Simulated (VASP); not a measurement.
An input for Ansatz (written as the equivalent of a VASP run, and not itself run):

Ansatz 0.2 input:
```yaml
crystal:
  lattice:
    - [-1.6556550, 1.6556550, 1.6556550]
    - [1.6556550, -1.6556550, 1.6556550]
    - [1.6556550, 1.6556550, -1.6556550]
  atoms:
    - { symbol: Ag, position: [0.0000000, 0.0000000, 0.0000000] }
kpoints:
  mp_grid: { grid: [14, 14, 14] }
hamiltonian:
  xc: lda
  pseudopotentials: { kind: paw }
scf:
  occupations: { method: methfessel_paxton, width: 0.1 }
  max_iter: 100
relax:
  max_steps: 60
  f_tol: 0.01
  cell: {}
output: { forces: true, stress: true, eigenvalues: true }
```

### Question
Write the VASP files for the same calculation (LDA).

### Answer
One answer among several that fit: 
INCAR:
```
! general
SYSTEM =Ag
PREC   =Accurate
ENCUT  =400
LREAL  =.FALSE.
LASPH  =.TRUE.

! electronic loop
EDIFF  =1E-6
NELM   =100
ALGO   =Normal
LMAXMIX=4

! smearing
ISMEAR =1
SIGMA  =0.1

! ions
IBRION =2
NSW    =60
ISIF   =3
EDIFFG =-0.01

! output
LWAVE  =.FALSE.
LCHARG =.FALSE.
```

POSCAR:
```
Ag
1
   -1.6556550000     1.6556550000     1.6556550000
    1.6556550000    -1.6556550000     1.6556550000
    1.6556550000     1.6556550000    -1.6556550000
Ag
1
Direct
  0.0000000000   0.0000000000   0.0000000000
```

File KPOINTS:
```
Automatic mesh
0
Gamma
14 14 14
0 0 0
```

POTCAR, in this order: Ag (LDA.64 set). Program: vasp_std.

What does not carry over: each code has its own PAW files, so the cut-off isn't converted (ENCUT is set for VASP's; basis.ecutwfc is left out, and Ansatz then takes the one that its files recommend); Ansatz stops its SCF on the density residual and VASP on the energy change (EDIFF); Ansatz's lda is the Perdew-Wang form, while the LDA potentials of VASP carry Perdew-Zunger's.

The structure comes from a computed database's Ag entry (Im-3m); how it stands against other phases isn't given here. This run relaxes it. Symmetry was kept, so distortions that lower it aren't found.
